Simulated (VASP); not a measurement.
A convergence study with VASP on CuI (zinc blende): one setting is varied, all else stays as given below, so the limit is that of these other settings.

```xyz
2
Lattice="0.0000 3.0250 3.0250 3.0250 0.0000 3.0250 3.0250 3.0250 0.0000" Properties=species:S:1:pos:R:3 pbc="T T T"
Cu     0.0000     0.0000     0.0000
I      1.5125     1.5125     1.5125
```

Calculation: PBE GGA, VASP's PBE PAW potentials (set 64) (plane waves; VASP 6.6.1). The tightest run used: 550 eV cut-off, 13×13×13 Monkhorst-Pack mesh, Gaussian smearing of 0.050 eV, potentials Cu I.

The reference is 13×13×13 mesh, which took about 60 core-seconds. Costs are core time on shared hosts, one run each; read them as rough ratios.

### Question
Of the settings 1×1×1 mesh; 2×2×2 mesh; 3×3×3 mesh; 4×4×4 mesh; 5×5×5 mesh; 6×6×6 mesh; 7×7×7 mesh; 8×8×8 mesh; 9×9×9 mesh; 10×10×10 mesh; 11×11×11 mesh; 12×12×12 mesh; 13×13×13 mesh, which is the lowest that keeps the difference from the reference in the stress, largest component (GPa) within 0.5 from there on, and what does it cost?

### Answer
4×4×4 mesh; its cost over the reference is about 1/5.
```tsv
setting	difference in the stress, largest component (GPa)	cost over the reference
1×1×1 mesh	46.35	about 1/10
2×2×2 mesh	0.22	about 1/10
3×3×3 mesh	1.02	about 1/10
4×4×4 mesh	0.00	about 1/5
5×5×5 mesh	0.07	about 1/6
6×6×6 mesh	0.00	about 1/3
7×7×7 mesh	0.01	about 1/3
8×8×8 mesh	0.00	within a factor of 2
9×9×9 mesh	0.00	about 1/2
10×10×10 mesh	0.00	within a factor of 2
11×11×11 mesh	0.00	within a factor of 2
12×12×12 mesh	0.00	about 2 times
13×13×13 mesh	0.00	reference
```

Left out are rungs that failed or repeat a setting and relaxations that didn't move; long series are thinned to 24 rows.

The compound is CuI in the zinc blende structure. The cell was not relaxed at this level.
